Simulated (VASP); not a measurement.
# ZnCu2SnSe4: which input changes matter, part 2 of 3

Which changes to a sound input spoil a run on ZnCu2SnSe4, which are harmless, and which give a warning? All runs use PBE. The start is a computed cell from the Materials Project.

VASP 6.6.1; PBE, no spin polarisation; plane waves and PAW (Zn, Cu, Sn_d, Se).

Still holding for the runs below: This run has no spin polarisation, although Cu can carry a moment. The k-mesh is coarse for a metal.

So far. Step 2 (Reference run): The pressure is 0.10 GPa and the largest force 0.096 eV/Å, so the cell is not at a minimum at these settings. Step 3 (Total energy, forces and stress (PBE) with a changed …): Against the reference run the energy at zero smearing moves by -0.00 meV an atom and the pressure by +0.02 GPa.

**4. Self-consistent run (PBE) with a changed input**

This run is made with a changed input; what comes of it follows.

INCAR reads:

```
SYSTEM = ZnCu2SnSe4
PREC = Accurate
EDIFF = 1E-06
NELM = 51
ISMEAR = -1
SIGMA = 0.05
LREAL = .FALSE.
ALGO = Normal
GGA = PE
NBANDS = 44
LASPH = .TRUE.
LORBIT = 11
LWAVE = .FALSE.
LCHARG = .FALSE.
KPAR = 8
ISIF = 2
ENCUTT = 520
```

POSCAR reads:

```
ZnCu2SnSe4
1.0
   -2.8856370000      2.8856370000      5.7398310000
    2.8856370000     -2.8856370000      5.7398310000
    2.8856370000      2.8856370000     -5.7398310000
Zn Cu Sn Se
1 2 1 4
Direct
    0.7500000000      0.2500000000      0.5000000000
    0.2500000000      0.7500000000      0.5000000000
    0.0000000000      0.0000000000      0.0000000000
    0.5000000000      0.5000000000      0.0000000000
    0.6297540000      0.6365340000      0.5262470000
    0.1102870000      0.1035070000      0.4737530000
    0.8964930000      0.3702460000      0.0067800000
    0.3634660000      0.8897130000      0.9932200000
```

KPOINTS reads:

```
Automatic mesh
0
Gamma
5 5 5
0 0 0
```

The projector-augmented-wave data sets are Zn, Cu, Sn_d and Se (PBE family, release 64).

The run is started by

```
$ mpirun -np 8 vasp_std
```

What it wrote:

```text
[... set-up lines as in an earlier step ...]
 entering main loop
       N       E                     dE             d eps       ncg     rms          rms(c)
DAV:   1     0.564942927172E+03    0.56494E+03   -0.22950E+04  1856   0.131E+03
DAV:   2     0.526603971609E+02   -0.51228E+03   -0.49814E+03  1852   0.375E+02
DAV:   3    -0.266350657221E+02   -0.79295E+02   -0.77817E+02  2376   0.160E+02
DAV:   4    -0.311843949605E+02   -0.45493E+01   -0.44966E+01  2264   0.393E+01
DAV:   5    -0.313790450641E+02   -0.19465E+00   -0.19430E+00  2556   0.862E+00    0.123E+01
DAV:   6    -0.316211048669E+02   -0.24206E+00   -0.33563E+01  2788   0.857E+01    0.971E+00
DAV:   7    -0.295058004603E+02    0.21153E+01   -0.82221E+00  2396   0.646E+01    0.466E+00
DAV:   8    -0.296925382645E+02   -0.18674E+00   -0.40029E+00  2900   0.237E+01    0.330E+00
DAV:   9    -0.295863423055E+02    0.10620E+00   -0.12542E+00  2536   0.180E+01    0.783E-01
DAV:  10    -0.295799017553E+02    0.64406E-02   -0.98159E-02  2660   0.615E+00    0.231E-01
DAV:  11    -0.295809057920E+02   -0.10040E-02   -0.14060E-02  2832   0.220E+00    0.200E-01
DAV:  12    -0.295813116550E+02   -0.40586E-03   -0.35627E-03  2756   0.110E+00    0.703E-02
DAV:  13    -0.295813185038E+02   -0.68488E-05   -0.78695E-04  2856   0.421E-01    0.154E-02
DAV:  14    -0.295813316048E+02   -0.13101E-04   -0.78728E-05  2388   0.520E-02    0.119E-02
DAV:  15    -0.295813391581E+02   -0.75533E-05   -0.16602E-05  2528   0.496E-02    0.449E-03
DAV:  16    -0.295813399903E+02   -0.83213E-06   -0.19588E-06  1632   0.162E-02
   1 F= -.29581340E+02 E0= -.29580011E+02  d E =-.265773E-02
```

Run time: 21 s. Hardware: 8 MPI ranks of Intel Xeon Platinum 8124M at 3.00GHz (Skylake/Cascade Lake), shared host; peak memory 2.4 GiB.

From OUTCAR (step 4):

```text
The static configuration has the point symmetry S_4 .

 Found     21 irreducible k-points:

   dimension x,y,z NGX =    40 NGY =   40 NGZ =   40
   dimension x,y,z NGXF=    80 NGYF=   80 NGZF=   80

   ENCUT  =  295.4 eV  21.71 Ry    4.66 a.u.   9.87  9.87  9.87*2*pi/ulx,y,z

   NELECT =      72.0000    total number of electrons

 E-fermi :   3.6560

 k-point     1 :       0.0000    0.0000    0.0000
  band No.  band energies     occupation
    ...
     33       2.1318      2.00000
     34       3.3305      1.99702
     35       3.5753      1.66797
     36       3.5753      1.66796
     37       3.6235      1.31412
     38       5.3682      0.00000
     39       5.8779      0.00000
     40       7.0050      0.00000
     41       7.0050      0.00000
     42       8.0410      0.00000
    ...

 k-point     2 :       0.2000   -0.0000    0.0000
  band No.  band energies     occupation
    ...
     32       2.1013      2.00000
     33       2.2368      2.00000
     34       2.6297      2.00000
     35       3.2559      1.99933
     36       3.4639      1.95798
     37       4.3844      0.00000
     38       5.9116      0.00000
     39       6.1679      0.00000
     40       6.7136      0.00000
     41       6.8093      0.00000
    ...

  Total       -0.3640221     -0.3640221     -0.2220934     -0.0000001      0.0000000      0.0000000
  in kB       -3.0506743     -3.0506743     -1.8612457     -0.0000008      0.0000000      0.0000000
  external PRESSURE =      -2.6541981 kB  Pullay stress =       0.0000000 kB

  energy-cutoff  :      295.45
  volume of cell :      191.18
      direct lattice vectors                 reciprocal lattice vectors
    -2.885637000  2.885637000  5.739831000     0.000000000  0.173271967  0.087110579
     2.885637000 -2.885637000  5.739831000     0.173271967  0.000000000  0.087110579
     2.885637000  2.885637000 -5.739831000     0.173271967  0.173271967  0.000000000

 POSITION                                       TOTAL-FORCE (eV/Angst)
 -----------------------------------------------------------------------------------
     -0.00000      2.88564      2.86992        -0.000000      0.000000      0.000000
      2.88564     -0.00000      2.86992        -0.000000      0.000000      0.000000
      0.00000      0.00000      0.00000        -0.000000      0.000000      0.000000
      0.00000      0.00000      5.73983        -0.000000      0.000000      0.000000
      1.53812      1.49899      4.24771         0.087490     -0.011539     -0.024850
      1.34751      1.38664     -1.49212        -0.087490      0.011539     -0.024850
     -1.49899      1.53812      7.23195         0.011539      0.087490      0.024850
      4.38463      1.34751      1.49212        -0.011539     -0.087490      0.024850
 -----------------------------------------------------------------------------------
    total drift:                                0.000115      0.000116      0.000086

  FREE ENERGIE OF THE ION-ELECTRON SYSTEM (eV)
  ---------------------------------------------------
  free  energy   TOTEN  =       -29.5813399903 eV

  energy  without entropy=      -29.5786822631  energy(sigma->0) =      -29.58001113

 total charge
# of ion       s       p       d       tot
------------------------------------------
    1        0.540   0.418   9.772  10.729
    2        0.361   0.319   9.265   9.944
    3        0.362   0.316   9.264   9.942
    4        1.159   1.009  10.035  12.204
    5        1.453   2.346   0.043   3.841
    6        1.453   2.346   0.043   3.841
    7        1.453   2.346   0.043   3.841
    8        1.453   2.346   0.043   3.841
--------------------------------------------------
tot          8.234  11.444  38.505  58.183

[... 5 parts as in an earlier step ...]

[... 5 further parts left out ...]
```

The run converged, and its energy and pressure stay near those of the sound run.

Against the sound run on this cell (reference run) the energy at zero smearing moves by +1.0 meV an atom and the pressure by -0.36 GPa.

The fault in the input: misspelt tag (ENCUTT = 520). VASP ignores tags that it doesn't know, so the default applied; correct the spelling.

**5. Self-consistent run (PBE) with a changed input, try 2**

A single point gives energy, forces and stress at these settings. Some settings are moved from the usual, to see what they do.

INCAR reads:

```
SYSTEM = ZnCu2SnSe4
PREC = Accurate
ENCUT = 400
EDIFF = 1E-05
NELM = 100
ISMEAR = -1
SIGMA = 0.05
LREAL = .FALSE.
ALGO = Normal
GGA = PE
NBANDS = 60
LASPH = .TRUE.
LORBIT = 11
LWAVE = .FALSE.
LCHARG = .FALSE.
KPAR = 8
ISIF = 2
```

POSCAR is that of step 4.

KPOINTS is that of step 4.

The run is started by

```
$ mpirun -np 8 vasp_std
```

What it wrote:

```text
[... set-up lines as in an earlier step ...]
 entering main loop
       N       E                     dE             d eps       ncg     rms          rms(c)
DAV:   1     0.632276685017E+03    0.63228E+03   -0.25413E+04  2604   0.120E+03
DAV:   2     0.774615764630E+02   -0.55482E+03   -0.51531E+03  2528   0.349E+02
DAV:   3    -0.250153056540E+02   -0.10248E+03   -0.98218E+02  2984   0.143E+02
DAV:   4    -0.311644406948E+02   -0.61491E+01   -0.60831E+01  3128   0.371E+01
DAV:   5    -0.313822183362E+02   -0.21778E+00   -0.21761E+00  3196   0.781E+00    0.123E+01
DAV:   6    -0.316855318719E+02   -0.30331E+00   -0.20728E+01  3440   0.669E+01    0.973E+00
DAV:   7    -0.295957564097E+02    0.20898E+01   -0.61595E+00  3432   0.512E+01    0.440E+00
DAV:   8    -0.296507339697E+02   -0.54978E-01   -0.15434E+00  4040   0.155E+01    0.266E+00
DAV:   9    -0.295964424350E+02    0.54292E-01   -0.57518E-01  3560   0.115E+01    0.786E-01
DAV:  10    -0.295877182166E+02    0.87242E-02   -0.52099E-02  3632   0.384E+00    0.163E-01
DAV:  11    -0.295892110677E+02   -0.14929E-02   -0.92415E-03  3768   0.774E-01    0.142E-01
DAV:  12    -0.295892883746E+02   -0.77307E-04   -0.78099E-04  3944   0.592E-01    0.647E-02
DAV:  13    -0.295893308046E+02   -0.42430E-04   -0.24493E-04  3724   0.245E-01    0.270E-02
DAV:  14    -0.295893437649E+02   -0.12960E-04   -0.64896E-05  3288   0.118E-01    0.174E-02
DAV:  15    -0.295893456681E+02   -0.19031E-05   -0.18242E-05  2112   0.476E-02
   1 F= -.29589346E+02 E0= -.29588016E+02  d E =-.265879E-02
```

Run time: 41 s. Hardware: 8 MPI ranks; peak memory 3.4 GiB; 5.3 min of CPU time.

Parts of OUTCAR (step 5):

```text
   k-points           NKPTS =     21   k-points in BZ     NKDIM =     21   number of bands    NBANDS=     60

   NELECT =      72.0000    total number of electrons

 E-fermi :   3.6560

 k-point     1 :       0.0000    0.0000    0.0000
  band No.  band energies     occupation
    ...
     33       2.1318      2.00000
     34       3.3304      1.99703
     35       3.5752      1.66856
     36       3.5752      1.66856
     37       3.6235      1.31406
     38       5.3678      0.00000
     39       5.8783      0.00000
     40       7.0054      0.00000
     41       7.0054      0.00000
     42       8.0414      0.00000
    ...

  Total        0.0636866      0.0636866      0.2098884     -0.0000001      0.0000000      0.0000000
  in kB        0.5337229      0.5337229      1.7589623     -0.0000009      0.0000000      0.0000000
  external PRESSURE =       0.9421360 kB  Pullay stress =       0.0000000 kB

 POSITION                                       TOTAL-FORCE (eV/Angst)
 -----------------------------------------------------------------------------------
     -0.00000      2.88564      2.86992        -0.000000      0.000000     -0.000000
      2.88564     -0.00000      2.86992         0.000000     -0.000000     -0.000000
      0.00000      0.00000      0.00000         0.000000      0.000000     -0.000000
      0.00000      0.00000      5.73983         0.000000     -0.000000     -0.000000
      1.53812      1.49899      4.24771         0.092306     -0.012471     -0.023913
      1.34751      1.38664     -1.49212        -0.092306      0.012471     -0.023913
     -1.49899      1.53812      7.23195         0.012471      0.092306      0.023913
      4.38463      1.34751      1.49212        -0.012471     -0.092306      0.023913
 -----------------------------------------------------------------------------------
    total drift:                                0.000048      0.000047      0.000044

  FREE ENERGIE OF THE ION-ELECTRON SYSTEM (eV)
  ---------------------------------------------------
  free  energy   TOTEN  =       -29.5893456681 eV

  energy  without entropy=      -29.5866868739  energy(sigma->0) =      -29.58801627

[... 8 parts as in an earlier step ...]

[... 8 further parts left out ...]
```

Numbers from this step:

```yaml
scf_cycles: 15
bands: 60
pressure: 0.09421 GPa
```

Force by atom:

```csv
atom,x (eV/Å),y (eV/Å),z (eV/Å),size
Zn1,0.0000,0.0000,0.0000,0.0000
Cu2,0.0000,0.0000,0.0000,0.0000
Cu3,0.0000,0.0000,0.0000,0.0000
Sn4,0.0000,0.0000,0.0000,0.0000
Se5,0.0923,-0.0125,-0.0239,0.0962
Se6,-0.0923,0.0125,-0.0239,0.0962
Se7,0.0125,0.0923,0.0239,0.0962
Se8,-0.0125,-0.0923,0.0239,0.0962
```

Energy and pressure equal those of the reference run, within 0.01 meV an atom and 0.01 GPa.

The run ends at a pressure of 0.09 GPa, with forces up to 0.096 eV/Å.

**6. Relaxing cell and atoms (PBE) with a changed input**

Properties are meant for the cell that this level of theory prefers, so cell and atoms are relaxed first (ISIF = 3) until forces and stress are small; EDIFFG sets the threshold. Some settings are moved from the usual, to see what they do.

INCAR reads:

```
SYSTEM = ZnCu2SnSe4
PREC = Accurate
ENCUT = 400
EDIFF = 1E-06
NELM = 100
ISMEAR = -1
SIGMA = 0.05
LREAL = .FALSE.
ALGO = Normal
GGA = PE
NBANDS = 44
LASPH = .TRUE.
LORBIT = 11
LWAVE = .FALSE.
LCHARG = .FALSE.
KPAR = 8
IBRION = 2
NSW = 60
ISIF = 3
EDIFFG = -0.01
ADDGRID = .TRUE.
```

POSCAR is that of step 5.

KPOINTS reads:

```
Automatic mesh
0
Gamma
3 3 3
0 0 0
```

The run is started by

```
$ mpirun -np 8 vasp_std
```

What it wrote:

```text
[... set-up lines as in an earlier step ...]
 entering main loop
       N       E                     dE             d eps       ncg     rms          rms(c)
DAV:   1     0.638559668645E+03    0.63856E+03   -0.27246E+04   528   0.162E+03
DAV:   2     0.705304021075E+02   -0.56803E+03   -0.55181E+03   528   0.434E+02
DAV:   3    -0.248147215656E+02   -0.95345E+02   -0.93250E+02   668   0.186E+02
DAV:   4    -0.310749373424E+02   -0.62602E+01   -0.61871E+01   648   0.476E+01
DAV:   5    -0.313621922961E+02   -0.28725E+00   -0.28677E+00   732   0.111E+01    0.122E+01
DAV:   6    -0.315800980362E+02   -0.21791E+00   -0.32942E+01   788   0.911E+01    0.972E+00
DAV:   7    -0.294749155166E+02    0.21052E+01   -0.82135E+00   688   0.685E+01    0.470E+00
DAV:   8    -0.296598067904E+02   -0.18489E+00   -0.38826E+00   836   0.245E+01    0.318E+00
DAV:   9    -0.295598332548E+02    0.99974E-01   -0.10878E+00   724   0.183E+01    0.693E-01
DAV:  10    -0.295569288722E+02    0.29044E-02   -0.82304E-02   796   0.626E+00    0.273E-01
DAV:  11    -0.295573457172E+02   -0.41684E-03   -0.13849E-02   808   0.270E+00    0.190E-01
DAV:  12    -0.295578395567E+02   -0.49384E-03   -0.34395E-03   800   0.903E-01    0.600E-02
DAV:  13    -0.295578828267E+02   -0.43270E-04   -0.62804E-04   772   0.454E-01    0.192E-02
DAV:  14    -0.295578903698E+02   -0.75431E-05   -0.65828E-05   748   0.851E-02    0.124E-02
DAV:  15    -0.295578987597E+02   -0.83900E-05   -0.22591E-05   704   0.426E-02    0.594E-03
DAV:  16    -0.295578998271E+02   -0.10674E-05   -0.19173E-06   472   0.214E-02    0.217E-03
DAV:  17    -0.295578998539E+02   -0.26848E-07   -0.90119E-07   376   0.118E-02
   1 F= -.29557900E+02 E0= -.29554249E+02  d E =-.295579E+02
 curvature:   0.00 expect dE= 0.000E+00 dE for cont linesearch  0.000E+00
 trial: gam= 0.00000 g(F)=  0.193E-02 g(S)=  0.118E-02 ort = 0.000E+00 (trialstep = 0.100E+01)
 search vector abs. value=  0.311E-02
 bond charge predicted
       N       E                     dE             d eps       ncg     rms          rms(c)
DAV:   1    -0.295763322914E+02   -0.18432E-01   -0.38867E-01   672   0.856E+00    0.102E+00
DAV:   2    -0.295683112445E+02    0.80210E-02   -0.17724E-01   624   0.833E+00    0.567E-01
DAV:   3    -0.295608147334E+02    0.74965E-02   -0.49424E-02   668   0.460E+00    0.274E-01
DAV:   4    -0.295599467286E+02    0.86800E-03   -0.42494E-03   780   0.701E-01    0.107E-01
DAV:   5    -0.295597637917E+02    0.18294E-03   -0.37678E-04   840   0.365E-01    0.465E-02
DAV:   6    -0.295597448501E+02    0.18942E-04   -0.19500E-04   820   0.314E-01    0.251E-02
DAV:   7    -0.295597356338E+02    0.92163E-05   -0.58509E-05   804   0.237E-01    0.858E-03
DAV:   8    -0.295597359540E+02   -0.32025E-06   -0.74640E-06   512   0.171E-02
   2 F= -.29559736E+02 E0= -.29556067E+02  d E =-.183610E-02
[...]
3 F= -.29559829E+02 E0= -.29556153E+02  d E =-.192944E-02
[...]
4 F= -.29560714E+02 E0= -.29557026E+02  d E =-.885205E-03
 trial-energy change:   -0.000885  1 .order   -0.000880   -0.001266   -0.000494
 step:   1.7094(harm=  1.7504)  dis= 0.00677  next Energy=   -29.560864 (dE=-0.103E-02)
 bond charge predicted
       N       E                     dE             d eps       ncg     rms          rms(c)
DAV:   1    -0.295622931164E+02   -0.15787E-02   -0.51443E-02   748   0.237E+00    0.321E-01
DAV:   2    -0.295618095273E+02    0.48359E-03   -0.19331E-02   672   0.260E+00    0.189E-01
DAV:   3    -0.295609344194E+02    0.87511E-03   -0.54798E-03   672   0.156E+00    0.751E-02
DAV:   4    -0.295608721562E+02    0.62263E-04   -0.43793E-04   748   0.160E-01    0.387E-02
DAV:   5    -0.295608560885E+02    0.16068E-04   -0.61238E-05   804   0.167E-01    0.154E-02
DAV:   6    -0.295608562215E+02   -0.13301E-06   -0.27958E-05   708   0.137E-01    0.975E-03
DAV:   7    -0.295608552986E+02    0.92292E-06   -0.73194E-06   580   0.824E-02
   5 F= -.29560855E+02 E0= -.29557160E+02  d E =-.102601E-02
 curvature:  -1.25 expect dE=-0.554E-04 dE for cont linesearch -0.482E-07
 trial: gam=-0.01710 g(F)=  0.123E-04 g(S)=  0.320E-04 ort =-0.809E-05 (trialstep = 0.120E+01)
 search vector abs. value=  0.450E-04
 reached required accuracy - stopping structural energy minimisation
```

Elapsed: 3 min, on 8 MPI ranks; peak memory 4.5 GiB; 24 min of CPU time.

Parts of OUTCAR (step 6):

```text
   k-points           NKPTS =      6   k-points in BZ     NKDIM =      6   number of bands    NBANDS=     44

   NELECT =      72.0000    total number of electrons

 E-fermi :   3.6084

 k-point     1 :       0.0000    0.0000    0.0000
  band No.  band energies     occupation
    ...
     33       2.0887      2.00000
     34       3.2839      1.99697
     35       3.5599      1.45029
     36       3.5599      1.45028
     37       3.5948      1.13441
     38       5.3436      0.00000
     39       5.8177      0.00000
     40       6.9538      0.00000
     41       6.9538      0.00000
     42       8.0011      0.00000
    ...

  Total       -0.0460780     -0.0460780      0.0324398      0.0000001      0.0000000     -0.0000000
  in kB       -0.3851048     -0.3851048      0.2711211      0.0000006      0.0000000     -0.0000000
  external PRESSURE =      -0.1663628 kB  Pullay stress =       0.0000000 kB

 POSITION                                       TOTAL-FORCE (eV/Angst)
 -----------------------------------------------------------------------------------
     -0.00000      2.88573      2.87755         0.000000      0.000000     -0.000000
      2.88573      0.00000      2.87755         0.000000      0.000000     -0.000000
      0.00000     -0.00000      0.00000         0.000000      0.000000     -0.000000
      0.00000      0.00000      5.75510         0.000000      0.000000     -0.000000
      1.55114      1.49728      4.25597        -0.004634      0.001863      0.006223
      1.33460      1.38846     -1.49913         0.004634     -0.001863      0.006223
     -1.49728      1.55114      7.25423        -0.001863     -0.004634     -0.006223
      4.38301      1.33460      1.49913         0.001863      0.004634     -0.006223
 -----------------------------------------------------------------------------------
    total drift:                                0.000017      0.000016      0.000023

  FREE ENERGIE OF THE ION-ELECTRON SYSTEM (eV)
  ---------------------------------------------------
  free  energy   TOTEN  =       -29.5608552986 eV

  energy  without entropy=      -29.5534646385  energy(sigma->0) =      -29.55715997

 reached required accuracy - stopping structural energy minimisation

[... 5 parts as in an earlier step ...]

[... 11 further parts left out ...]
```

CONTCAR:

```
ZnCu2SnSe4
   1.00000000000000
    -2.8857345839722330    2.8857345480204319    5.7551021786307235
     2.8857345839722330   -2.8857345480204319    5.7551021786307235
     2.8857345480204319    2.8857345839722335   -5.7551021786307235
  Zn              Cu              Sn              Se
     1     2     1     4
Direct
     0.7500000000000000    0.2500000000000000    0.5000000000000000
     0.2500000000000000    0.7500000000000000    0.5000000000000000
     0.0000000000000000    0.0000000000000000    0.0000000000000000
     0.5000000000000000    0.5000000000000000    0.0000000000000000
     0.6291835662276370    0.6385156580066109    0.5281866531725912
     0.1103290048340197    0.1009969130550458    0.4718133468274088
     0.8990030869449543    0.3708164337723630    0.0093320917789740
     0.3614843419933891    0.8896709951659802    0.9906679082210260
```

The run converged; its settings lie outside those of the reference runs, so its numbers are set aside.

Settings moved from the usual: k-mesh = 3×3×3 and ADDGRID = True. KPOINTS differs too.

The mesh holds 6 irreducible points against 21.

(Continued in part 3 of 3.)

[Lines on the potential files, build, host, timing and source positions are cut from VASP's logs without a mark.]

[Logs are printed without paths, hosts, clocks, repeated set-up lines and the standing remarks that a program may print on its own settings, such as how far it seeks lower states.]

[Hosts, paths, dates, database ids (printed as entryN), source tags and the programs' standing remarks are cut or masked in the printed files.]

[A measured line is paired with the nearest computed mode of its activity, which favours agreement.]

[In band tables of VASP the shares of atoms and orbitals are scaled to a sum of 1 inside the atoms' spheres.]
